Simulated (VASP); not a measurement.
Method: r2SCAN meta-GGA, VASP's PBE PAW potentials (set 64) (plane waves; VASP).

A VASP calculation is set up with these files.

File KPOINTS:
```
Automatic mesh
0
Gamma
6 6 5
0 0 0
```

File POSCAR:
```
Se
1
    2.2062428608    -3.8213247139     0.0000000000
    2.2062428608     3.8213247139     0.0000000000
    0.0000000000     0.0000000000     4.8860915056
Se
3
Direct
  0.0000000000   0.2172750145   0.6666670000
  0.7827249855   0.7827249855   0.0000000000
  0.2172750145   0.0000000000   0.3333330000
```

INCAR:
```
ISIF = 4
IBRION = 2
EDIFF = 1E-7
NELM = 100   # most electronic steps
SIGMA = 0.05   # width (eV)
PREC = Accurate
ALGO = Normal
ISMEAR = 0
LREAL = .FALSE.
SYSTEM = Se
LMIXTAU = .TRUE.
ENCUT = 520   # plane-wave cut-off (eV)
EDIFFG = -0.01   # ionic stop
METAGGA = R2SCAN
LCHARG = .FALSE.
LMAXMIX = 4   # l cut-off of mixed one-centre charges
LASPH = .TRUE.   # aspherical one-centre terms
NSW = 30   # most ionic steps
LWAVE = .FALSE.
```

POTCAR, in this order: Se (PBE.64 set). Program: vasp_std.

Problem. What does the run give for the energy per atom (σ→0)?

Solution. 
| Item | Result |
|---|---|
| energy per atom (σ→0) | -14.306 eV/atom |

### OSZICAR
```
...
DAV:   5    -0.429174011492E+02   -0.51271E-04   -0.35743E-04   702   0.209E-01    0.121E-02
DAV:   6    -0.429174776042E+02   -0.76455E-04   -0.12602E-04   702   0.115E-01    0.402E-03
DAV:   7    -0.429174952702E+02   -0.17666E-04   -0.26736E-05   732   0.547E-02    0.340E-03
DAV:   8    -0.429174965358E+02   -0.12655E-05   -0.32365E-06   797   0.176E-02    0.183E-03
DAV:   9    -0.429174970906E+02   -0.55482E-06   -0.75368E-07   772   0.942E-03    0.137E-03
DAV:  10    -0.429174971992E+02   -0.10861E-06   -0.35929E-07   757   0.614E-03    0.650E-04
DAV:  11    -0.429174972445E+02   -0.45285E-07   -0.78663E-09   401   0.887E-04
   5 F= -.42917497E+02 E0= -.42917497E+02  d E =-.238723E-02
```

The compound is Se in the trig structure. This cell is one point of a volume scan, at 0.94 of the reference volume. Symmetry was kept, so distortions that lower it aren't found.
